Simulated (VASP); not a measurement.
These are vdW-DF-cx, VASP's PBE PAW potentials (set 64) (plane waves; VASP 6.6.1) values and carry that method's errors.

VASP ran on this input.

**INCAR**
```
SYSTEM = CdS
PREC = Accurate
ENCUT = 520
EDIFF = 1E-7
NELM = 100
ALGO = Normal
LREAL = .FALSE.
LASPH = .TRUE.
ISMEAR = 0
SIGMA = 0.05
GGA = CX
LUSE_VDW = .TRUE.
AGGAC = 0.0
LMAXMIX = 4
LWAVE = .FALSE.
LCHARG = .FALSE.
LORBIT = 11
ICHARG = 11
```

### KPOINTS
```
k-points along high-symmetry lines
15
Line-mode
Reciprocal
  0.000000   0.000000   0.000000 ! GAMMA
 -0.500000  -0.500000   0.000000 ! X

 -0.500000  -0.500000   0.000000 ! X
 -0.375000  -0.375000   0.250000 ! U

 -0.375000  -0.000000   0.375000 ! K
  0.000000   0.000000   0.000000 ! GAMMA

  0.000000   0.000000   0.000000 ! GAMMA
  0.000000   0.000000   0.500000 ! L

  0.000000   0.000000   0.500000 ! L
 -0.500000  -0.250000   0.250000 ! W

 -0.500000  -0.250000   0.250000 ! W
 -0.500000  -0.500000   0.000000 ! X
```

POSCAR:
```
CdS
4.1426950
  0.0000000000   0.7071067207   0.7071067207
  0.7071067207   0.0000000000   0.7071067207
  0.7071067207   0.7071067207   0.0000000000
Cd S
1 1
Direct
  0.0000000000   0.0000000000   0.0000000000
  0.2500000000   0.2500000000   0.2500000000
```

POTCAR, in this order: Cd S (PBE.64 set). Program: vasp_std. Read from the step before: CHGCAR.

Output

File OSZICAR:
```
       N       E                     dE             d eps       ncg     rms          rms(c)
DAV:   1     0.111851180136E+03    0.11185E+03   -0.93332E+03  2420   0.126E+03
DAV:   2     0.375292234696E+01   -0.10810E+03   -0.10331E+03  2730   0.295E+02
DAV:   3    -0.729978408735E+00   -0.44829E+01   -0.44259E+01  2795   0.617E+01
DAV:   4    -0.760225046361E+00   -0.30247E-01   -0.30241E-01  2670   0.504E+00
DAV:   5    -0.760645697441E+00   -0.42065E-03   -0.42065E-03  2765   0.573E-01
DAV:   6    -0.760654628554E+00   -0.89311E-05   -0.89311E-05  2740   0.783E-02
DAV:   7    -0.760654856812E+00   -0.22826E-06   -0.22823E-06  2780   0.114E-02
DAV:   8    -0.760654863041E+00   -0.62287E-08   -0.62308E-08  2136   0.184E-03
   1 F= -.76065486E+00 E0= -.76065486E+00  d E =-.298268E-14
```

### OUTCAR
```
 val. band max:        1.1157357857   @ k =   0.0000   0.0000   0.0000

 cond. band min:       2.1339475468   @ k =   0.0000   0.0000   0.0000



 k-point     1 :       0.0000    0.0000    0.0000
  band No.  band energies     occupation
      1     -11.1629      2.00000
      2      -6.5755      2.00000
      3      -6.5755      2.00000
      4      -6.5755      2.00000
      5      -6.1149      2.00000
      6      -6.1149      2.00000
      7       1.1157      2.00000
      8       1.1157      2.00000
      9       1.1157      2.00000
     10       2.1339      0.00000
     11       7.5940      0.00000
     12       7.5940      0.00000
     13       7.5940      0.00000

 k-point     2 :      -0.0357   -0.0357    0.0000
  band No.  band energies     occupation
      1     -11.1559      2.00000
      2      -6.5723      2.00000
      3      -6.5720      2.00000
      4      -6.5720      2.00000
      5      -6.1163      2.00000
      6      -6.1138      2.00000
      7       0.9557      2.00000
      8       1.0870      2.00000
      9       1.0870      2.00000
     10       2.3048      0.00000
     11       7.5241      0.00000
     12       7.6326      0.00000
     13       7.6326      0.00000

 k-point     3 :      -0.0714   -0.0714    0.0000
  band No.  band energies     occupation
      1     -11.1352      2.00000
      2      -6.5623      2.00000
      3      -6.5613      2.00000
      4      -6.5613      2.00000
      5      -6.1205      2.00000
      6      -6.1107      2.00000
      7       0.6268      2.00000
      8       1.0035      2.00000
      9       1.0035      2.00000
     10       2.6644      0.00000
     11       7.3333      0.00000
     12       7.7460      0.00000
     13       7.7460      0.00000

 k-point     4 :      -0.1071   -0.1071    0.0000
  band No.  band energies     occupation
      1     -11.1018      2.00000
      2      -6.5451      2.00000
      3      -6.5438      2.00000
      4      -6.5438      2.00000
...
```

The density is held fixed in this step, so its total energy and stress have no physical meaning.

The compound is CdS in the zinc blende structure, a metastable form; wurtzite is the usual one. It was relaxed first.
